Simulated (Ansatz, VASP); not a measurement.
**Cross-check of CoO between VASP and Ansatz**

One calculation is typed for both programs; each brings its own data sets. How far apart do they land? The cell is taken from a series of runs on this material, whose earlier steps may have relaxed, scaled, displaced or heated it; both programs get it as it stands.

Main program and level: Ansatz 0.2.0; plane waves, with VASP 6.6.1 beside it; single point at PBEsol, DFT+U.

### Step 1. Set-up

It takes space group Fm-3m (No. 225, cubic). The conventional cell has a = 4.263 Å, b = 4.263 Å, c = 4.263 Å, α = 90.00°, β = 90.00°, γ = 90.00°. Nearest to Co lie 6 O at 2.13 Å. Nearest to O lie 6 Co at 2.13 Å. Farther neighbours and most contacts between anions are not listed.

### Step 2. Ansatz: single point, PBEsol, DFT+U, pair 1

Ansatz runs on its default PAW (the set named soft_2) files.

With cell and atoms fixed, the geometry can't cause a difference; cores, projectors, grids and the points listed under the comparison can.

The input, input.yaml:

```yaml
crystal:
  lattice:
    - [0.0, -2.1315, -2.1315]
    - [-4.263, 0.0, 0.0]
    - [2.1315, 4.263, -2.1315]
  atoms:
    - { symbol: Co, position: [0.666666667, 0.666666667, 0.333333333], spin: 3.0 }
    - { symbol: Co, position: [0.333333333, 0.333333333, 0.666666667], spin: 3.0 }
    - { symbol: Co, position: [0.0, 0.0, 0.0], spin: 3.0 }
    - { symbol: O, position: [0.666666667, 0.166666667, 0.333333333] }
    - { symbol: O, position: [0.333333333, 0.833333333, 0.666666667] }
    - { symbol: O, position: [0.0, 0.5, 0.0] }
magnetization:
  spin_polarized: true
kpoints:
  mp_grid: { grid: [8, 8, 8] }
hamiltonian:
  xc: pbesol
  hubbard:
    sites:
      - { species: Co, l: d, u_eff: 7.0 }
      - { site: 0, l: d, u_eff: 7.0, starting_ns: [{ spin: up, occupation_matrix: co1_major }, { spin: down, occupation_matrix: co1_minor }] }
      - { site: 1, l: d, u_eff: 7.0, starting_ns: [{ spin: up, occupation_matrix: co1_major }, { spin: down, occupation_matrix: co1_minor }] }
      - { site: 2, l: d, u_eff: 7.0, starting_ns: [{ spin: up, occupation_matrix: co1_major }, { spin: down, occupation_matrix: co1_minor }] }
    projectors: ortho-atomic
    occupation_matrices:
      co1_major:
        matrix:
          - [0.997, 0.0, 0.0, 0.0, 0.0]
          - [0.0, 0.999, 0.0, 0.0, 0.0]
          - [0.0, 0.0, 0.999, 0.0, 0.0]
          - [0.0, 0.0, 0.0, 0.997, 0.0]
          - [0.0, 0.0, 0.0, 0.0, 0.999]
      co1_minor:
        matrix:
          - [0.143, -0.071, 0.071, 0.0, 0.142]
          - [-0.071, 0.65, 0.308, -0.123, -0.308]
          - [0.071, 0.308, 0.65, -0.123, 0.308]
          - [0.0, -0.123, -0.123, 0.143, 0.0]
          - [0.142, -0.308, 0.308, 0.0, 0.651]
scf:
  occupations: { method: fermi_dirac, width: 0.05 }
output:
  eigenvalues: true
```

On the command line:

```bash
$ ansatz run input.yaml --threads 4 --pin off --max-ram 8192MiB --backend cpu --events-out ev --progress --plain --runs-dir out
```

Numbers of over 12 decimals in the logs are rounded to 6 here.

Output:

```text
Warning: crystal.symmetry: narrowed to the stabiliser of the occupation matrices — unitary ops 24 → 6; lowered by the specified shells (site 0, l: d), (site 1, l: d), (site 2, l: d); largest admitted image defect 4.4e-16, smallest excluded 1.0e-3 — at a rounding scale rather than a splitting's, so precision (not physics) most likely lowered the group: (i) a fixed point transcribed at too few decimals — re-emit the block at full precision (to 7 decimals or more, rounded to nearest) from a symmetrised source (a converged report's `n_mat` / `n_mat_spinor`) (of a frozen-density pass: in the run whose state it reads); [rest of the remark cut]
Engine: ansatz 0.2.0, aarch64-unknown-linux-gnu
Pseudopotentials: kind: paw
Pseudopotential: Co, paw, valence charge 17, recommended cutoff 420 eV (normal), Co.paw.azcp
Pseudopotential: O, paw, valence charge 6, recommended cutoff 420 eV (normal), O.paw.azcp
Functional definition: PBEsol
  exchange = pbesol_x
  correlation = pbesol_c
Crystal: 6 atoms, lattice volume = 58.104 Å³
Basis set: ecut = 420 eV, 1105 PW (Γ)
Bands: 47, of which v1, the nominal top of the filled ones, is band 35 counted from 1 (34 counted from 0)
Symmetry: 6 space group operations
k-points: 260 of 512
Non-local potential: Co, projectors of the file, l = 0: 3, l = 1: 2, l = 2: 3, l = 3: 1
Non-local potential: O, projectors of the file, l = 0: 2, l = 1: 2, l = 2: 1
PAW form: soft (Blöchl's): semilocal exchange-correlation on the pseudo side does not see the compensation charge
PAW frozen core: Co, regenerated for the run's functional, and the local potential with it (the file was generated under x = pbe(κ = 0.804, μ = 0.219515), c = pbe(β = 0.066725))
PAW frozen core: O, regenerated for the run's functional, and the local potential with it (the file was generated under x = pbe(κ = 0.804, μ = 0.219515), c = pbe(β = 0.066725))
PAW one-centre angular grid: Co, 590 points (default); XC on 64 Gauss nodes
PAW one-centre angular grid: O, 110 points (default); XC on 64 Gauss nodes
Initial density: superposition of atomic densities (chi_scale 0.1, normalization cell, long waves kept (reshape's long-wave potential 0.00 eV rms))
Starting moments: Σ|m| = 9 μB on 3 of 6 sites
Initial wavefunctions: pseudopotential atomic-orbital guess
Functional: x = pbesol(κ = 0.804, μ = 0.123457), c = pbesol(β = 0.046)
SCF iter   1: F=—  HF=-16953.202494 eV  |F-HF|=—  |Δ(HF+E_count)|=         —  Δρ=1.28e-1 (↑7.67e-2 ↓1.28e-1)  dr2=1.17e1  dr2_m=1.47e0  M=9.000 μB ∫|m|=9.003 μB  β_m=0.30  ethr=3.10e-3  ⟨swp⟩=5.3  Hψ=79710  notcnv=0  defer=5
preconditioner: auto → Resta (q_TF=auto, 2.808 Å⁻¹)  ε∞=6.5  [insulator: Δε(μ)=0.466 eV  Ē_g=13.882 eV  σ=0.050 eV  W_gap=0.98  n_scr=20 (ndim 8)  ℏωp=32.7 eV  f_vac=0.000  D(μ)=0.01/eV (n_scr^D=0)  ε∞_Penn≈6.5]
spin=Collinear: Resta preconditioning applied to the charge; magnetization (m = ρ↑ − ρ↓) channel mixes plain (no charge-response kernel on spin).
SCF iter   2: F=—  HF=-16951.741774 eV  |F-HF|=—  |Δ(HF+E_count)|=    1.46e0  Δρ=7.07e-2 (↑3.07e-2 ↓7.07e-2)  dr2=1.28e0  dr2_m=7.52e-1  M=9.000 μB ∫|m|=9.007 μB  β_m=1.00  ethr=3.10e-3  ⟨swp⟩=3.5  Hψ=53599  notcnv=0  defer=2108
SCF iter   3: F=—  HF=-16952.041355 eV  |F-HF|=—  |Δ(HF+E_count)|=   3.00e-1  Δρ=2.61e-2 (↑2.61e-2 ↓2.45e-2)  dr2=3.94e-1  dr2_m=8.76e-3  M=9.000 μB ∫|m|=9.018 μB  β_m=1.00  ethr=1.85e-3  ⟨swp⟩=2.6  Hψ=41590  notcnv=0  defer=2324
SCF iter   4: F=—  HF=-16952.282480 eV  |F-HF|=—  |Δ(HF+E_count)|=   2.41e-1  Δρ=7.18e-3 (↑6.35e-3 ↓7.18e-3)  dr2=3.48e-2  dr2_m=1.64e-3  M=9.000 μB ∫|m|=9.019 μB  β_m=1.00  ethr=5.71e-4  ⟨swp⟩=2.1  Hψ=37108  notcnv=0  defer=2319
SCF iter   5: F=—  HF=-16952.434026 eV  |F-HF|=—  |Δ(HF+E_count)|=   1.52e-1  Δρ=2.43e-3 (↑2.43e-3 ↓2.23e-3)  dr2=4.81e-3  dr2_m=4.23e-5  M=9.000 μB ∫|m|=9.018 μB  β_m=0.30  ethr=5.04e-5  ⟨swp⟩=2.0  Hψ=45835  notcnv=0  defer=2307
Mixer restart at iter 5: flushing history
spin-set hold released at iteration 5 (site moments contracting): the magnetisation degrees of freedom join the quasi-Newton model from the next iteration; the mixer history was flushed
SCF iter   6: F=—  HF=-16952.505374 eV  |F-HF|=—  |Δ(HF+E_count)|=   7.13e-2  Δρ=2.15e-3 (↑2.15e-3 ↓1.82e-3)  dr2=4.07e-3  dr2_m=8.30e-5  M=9.000 μB ∫|m|=9.017 μB  β_m=0.65  ethr=6.97e-6  ⟨swp⟩=2.0  Hψ=41042  notcnv=0  defer=2299
SCF iter   7: F=—  HF=-16952.577358 eV  |F-HF|=—  |Δ(HF+E_count)|=   7.20e-2  Δρ=1.23e-3 (↑8.52e-4 ↓1.23e-3)  dr2=9.72e-4  dr2_m=3.94e-5  M=9.000 μB ∫|m|=9.015 μB  β_m=0.57  ethr=5.90e-6  ⟨swp⟩=2.0  Hψ=42891  notcnv=0  defer=2299
SCF iter   8: F=—  HF=-16952.577099 eV  |F-HF|=—  |Δ(HF+E_count)|=   2.60e-4  Δρ=3.76e-4 (↑2.86e-4 ↓3.76e-4)  dr2=8.64e-5  dr2_m=2.55e-5  M=9.000 μB ∫|m|=9.015 μB  β_m=0.78  ethr=1.41e-6  ⟨swp⟩=2.8  Hψ=40656  notcnv=0  defer=2299
SCF iter   9: F=—  HF=-16952.577180 eV  |F-HF|=—  |Δ(HF+E_count)|=   8.17e-5  Δρ=2.17e-4 (↑8.57e-5 ↓2.17e-4)  dr2=1.59e-5  dr2_m=4.16e-6  M=9.000 μB ∫|m|=9.015 μB  β_m=0.89  ethr=1.25e-7  ⟨swp⟩=2.3  Hψ=35233  notcnv=0  defer=2299
SCF iter  10: F=—  HF=-16952.577219 eV  |F-HF|=—  |Δ(HF+E_count)|=   3.89e-5  Δρ=1.14e-4 (↑2.81e-5 ↓1.14e-4)  dr2=3.34e-6  dr2_m=1.57e-6  M=9.000 μB ∫|m|=9.015 μB  β_m=0.95  ethr=2.31e-8  ⟨swp⟩=2.0  Hψ=39199  notcnv=0  defer=2299
SCF iter  11: F=—  HF=-16952.577233 eV  |F-HF|=—  |Δ(HF+E_count)|=   1.37e-5  Δρ=7.55e-5 (↑3.15e-5 ↓7.55e-5)  dr2=2.40e-6  dr2_m=5.75e-7  M=9.000 μB ∫|m|=9.015 μB  β_m=0.97  ethr=4.84e-9  ⟨swp⟩=2.3  Hψ=41220  notcnv=0  defer=2299
SCF iter  12: F=—  HF=-16952.577239 eV  |F-HF|=—  |Δ(HF+E_count)|=   6.30e-6  Δρ=3.90e-5 (↑3.90e-5 ↓3.87e-5)  dr2=1.78e-6  dr2_m=5.29e-8  M=9.000 μB ∫|m|=9.015 μB  β_m=0.90  ethr=3.49e-9  ⟨swp⟩=2.0  Hψ=40094  notcnv=0  defer=2299
SCF iter  13: F=-16952.577239 eV  HF=-16952.577239 eV  |F-HF|=1.54e-8  |Δ(HF+E_count)|=   1.88e-7  Δρ=9.46e-6 (↑9.46e-6 ↓9.25e-6)  dr2=8.28e-8  dr2_m=1.74e-9  M=9.000 μB ∫|m|=9.015 μB  ethr=1.45e-10  ⟨swp⟩=6.7  Hψ=93455  notcnv=0
SCF 1 converged in 13 iterations: F = -16952.577239 eV  dr2 = 8.28e-8
  greatest PAW one-centre occupation: 1.004 electrons in one spin orbital (limit 2), on the Co atom at site 2 (counted from 0), in its partial waves of l = 1
SCF converged after 13 iterations
Magnetization: 9.0000 μB (39.0000 up, 30.0000 down)
Absolute magnetization: 9.0093 μB (∫|ρ↑−ρ↓|, with the PAW one-centre terms)
Spin contamination: 0.0096 ħ² per cell (⟨S²⟩ above its minimum at these occupations)
Per-site moments (μB) at R_I (Å): [(2.657740, 0.87924375), (2.657740, 0.879244), (2.657740, 0.87924375), (0.156277, 0.87924375), (0.156277, 0.879244), (0.156277, 0.87924375)]
Free energy (F): -16952.577239 eV
Harris-Foulkes:  -16952.577239 eV  (|F-HF|=1.54e-8)
Internal energy: -16952.577239 eV  (E = F + TS)
E sigma→0 (E₀):  -16952.577239 eV
Fermi energy:    13.887645 eV
--- Per-component energies (eV) ---
  E_band       = -1001.098437
  E_kinetic    = 1848.370637
  E_local      = -10292.125605  (includes V_loc(G=0)·N_el)
  E_nonlocal   = 1547.451910
  E_hartree    = 4209.279452
  E_xc         = -679.100428
  E_vxc        = -877.161702  (∫ρ·V_xc dr)
  E_hubbard    = 2.569541  (on-site DFT+U / exact-exchange correction)
  E_vhub       = -70.767205  (the Hubbard potential's part of the band-sum identity)
  E_paw        = -4913.506235  (= ΣΔE_a)
  E_vpaw       = -1575.413317  (= ΣTr[D̂ρ^β])
  E_aug_tail   = 0.007566  (compensation charges beyond the density's cutoff)
  E_ewald      = -8676.195198
  E_core_change = 0.671121  (= ΣΔE_core)
  E_smearing   = -0.000000  (= −TS)
  E_closure    = 0.000000  (closes the sum)
  Σ components = -16952.577239   (vs F -16952.577239, Δ=0.00e0)
--- Specified on-site occupations, and those of the state reported ---
  electrons in the specified blocks: 21.6840 specified, 21.6875 found
  site 0 (l=d) ↓: largest change of an orbital's occupation 0.0006; electrons 2.2370 specified, 2.2374 found; spectral distance 0.0008
  site 1 (l=d) ↓: largest change of an orbital's occupation 0.0006; electrons 2.2370 specified, 2.2374 found; spectral distance 0.0008
  site 2 (l=d) ↓: largest change of an orbital's occupation 0.0006; electrons 2.2370 specified, 2.2374 found; spectral distance 0.0008
  site 1 (l=d) ↑: largest change of an orbital's occupation 0.0006; electrons 4.9910 specified, 4.9918 found; spectral distance 0.0009
  site 0 (l=d) ↑: largest change of an orbital's occupation 0.0006; electrons 4.9910 specified, 4.9918 found; spectral distance 0.0009
  site 2 (l=d) ↑: largest change of an orbital's occupation 0.0006; electrons 4.9910 specified, 4.9918 found; spectral distance 0.0009
--- Band table (eV; the first three rows and the last of 520) ---
  k-point 0 ↑: bands = [... 31 lower, 9.4111, 9.7953, 9.7953, 11.1250, 11.1721, 11.1721, 12.0299, 12.0299, ... 8 higher]
  k-point 1 ↑: bands = [... 31 lower, 9.6122, 9.7616, 10.0640, 10.8641, 11.1532, 11.3208, 11.3595, 12.5549, ... 8 higher]
  k-point 2 ↑: bands = [... 31 lower, 9.6292, 9.7750, 10.3478, 10.4387, 10.6593, 11.1299, 11.7026, 12.8436, ... 8 higher]
  k-point 259 ↓: bands = [... 31 lower, 16.8078, 17.0179, 17.2350, 17.2350, 17.6987, 17.6987, 18.2584, 18.3392, ... 8 higher]
Occupation matrices written to <dir>
```

(Continued in part 2 of 3.)

[Lines on the potential files, build, host, timing and source positions are cut from VASP's logs without a mark.]

[Logs are printed without paths, hosts, clocks, repeated set-up lines and the standing remarks that a program may print on its own settings, such as how far it seeks lower states.]

[Hosts, paths, dates, database ids (printed as entryN), source tags and the programs' standing remarks are cut or masked in the printed files.]
